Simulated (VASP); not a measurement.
An input for Quantum ESPRESSO's pw.x (written as the equivalent of a VASP run, and not itself run):

```
&CONTROL
  calculation = 'vc-relax'
  pseudo_dir = './pseudo'
  outdir = './out'
  tprnfor = .true.
  tstress = .true.
  nstep = 30
  forc_conv_thr = 0.00039
/
&SYSTEM
  ibrav = 0
  nat = 2
  ntyp = 1
  ecutwfc = 58
  occupations = 'smearing'
  smearing = 'methfessel-paxton'
  degauss = 0.00735
  input_dft = 'vdw-df-cx'
/
&ELECTRONS
  conv_thr = 7.3e-09
  electron_maxstep = 100
/
&IONS
/
&CELL
  cell_dofree = 'shape'
/
ATOMIC_SPECIES
  Hf 178.490 Hf.upf
CELL_PARAMETERS angstrom
     1.6124674   -2.7928754    0.0000000
     1.6124674    2.7928754    0.0000000
     0.0000000    0.0000000    5.0996255
ATOMIC_POSITIONS crystal
  Hf   0.3333330  0.6666670  0.2500000
  Hf   0.6666670  0.3333330  0.7500000
K_POINTS automatic
  13 13 7 0 0 0
```

### Question
Translate this input to VASP (INCAR, KPOINTS, POSCAR, choice of POTCAR).

### Answer
Several could match; the one computed here: 
**POSCAR**
```
Hf
1
    1.6124673730    -2.7928753777     0.0000000000
    1.6124673730     2.7928753777     0.0000000000
    0.0000000000     0.0000000000     5.0996254914
Hf
2
Direct
  0.3333330000   0.6666670000   0.2500000000
  0.6666670000   0.3333330000   0.7500000000
```

INCAR:
```
SYSTEM = Hf
PREC = Accurate; ENCUT = 520; LREAL = F
LASPH = T
EDIFF = 1E-7; NELM = 100; ALGO = Normal
LMAXMIX = 6
ISMEAR = 1; SIGMA = 0.1
GGA = CX; LUSE_VDW = T; AGGAC = 0.0
IBRION = 2; NSW = 30; ISIF = 4
EDIFFG = -0.01
LWAVE = F; LCHARG = F
```

File KPOINTS:
```
Automatic mesh
0
Gamma
13 13 7
0 0 0
```

POTCAR, in this order: Hf_pv (PBE.64 set). Program: vasp_std.

What does not carry over: the potentials are each code's own (VASP's PAW set, PseudoDojo norm-conserving files in pw.x), so ENCUT and ecutwfc are chosen apart and not converted; conv_thr bounds pw.x's estimated SCF error, while EDIFF bounds the energy change between steps; forc_conv_thr acts on force components and is met together with etot_conv_thr.

The compound is Hf in the hcp structure. This cell is one point of a volume scan, at 1.06 of the reference volume. Symmetry was kept, so distortions that lower it aren't found.
